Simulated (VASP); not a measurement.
Input of a VASP 6.6.1 run:

File INCAR:

```
SYSTEM = Ta2Bi2O
PREC     = Normal         ! precision mode
ENCUT    = 520            ! plane-wave cutoff, eV
EDIFF    = 1E-4           ! SCF threshold, eV
ISMEAR   = 0              ! smearing method
SIGMA    = 0.15           ! smearing width, eV
LREAL    = .FALSE.        ! projectors in reciprocal space
LASPH    = .TRUE.         ! aspherical terms in the spheres
NELM     = 60             ! most SCF steps
ALGO     = Fast           ! electronic algorithm
ISIF     = 3              ! what is computed and relaxed
LWAVE    = .FALSE.        ! write WAVECAR
LCHARG   = .FALSE.        ! write CHGCAR
GGA      = PE             ! functional
IBRION   = 2              ! ionic algorithm
NSW      = 24             ! ionic steps
EDIFFG   = -0.08          ! ionic threshold
```

The input KPOINTS:

```
regular mesh
0
G
  5 5 5
  0 0 0
```

The input POSCAR:

```
Ta2Bi2O
1.0
    1.7500000000      1.0103629700      9.4000000000
   -1.7500000000      1.0103629700      9.4000000000
    0.0000000000     -2.0207259400      9.4000000000
Ta Bi O
2 2 1
Direct
    0.6260000000      0.6260000000      0.6260000000
    0.3740000000      0.3740000000      0.3740000000
    0.1120000000      0.1120000000      0.1120000000
    0.8880000000      0.8880000000      0.8880000000
    0.0000000000      0.0000000000      0.0000000000
```

Potentials or basis: VASP PAW PBE potentials, release 64 (Ta_pv, Bi_d, O).

Launch:

```bash
$ cat potpaw_PBE.64/Ta_pv/POTCAR potpaw_PBE.64/Bi_d/POTCAR potpaw_PBE.64/O/POTCAR > POTCAR
$ mpirun -np 1 vasp_std > vasp.out
```

(1) Estimate the relaxed volume.

(2) Estimate the space group after relaxing (to 0.05 Å).

Results:

(1) 21.36 Å³/atom.

(2) R-3m (No. 166).

Caveat: the k mesh is coarse (spacing up to 0.42 Å⁻¹), so the values aren't converged.
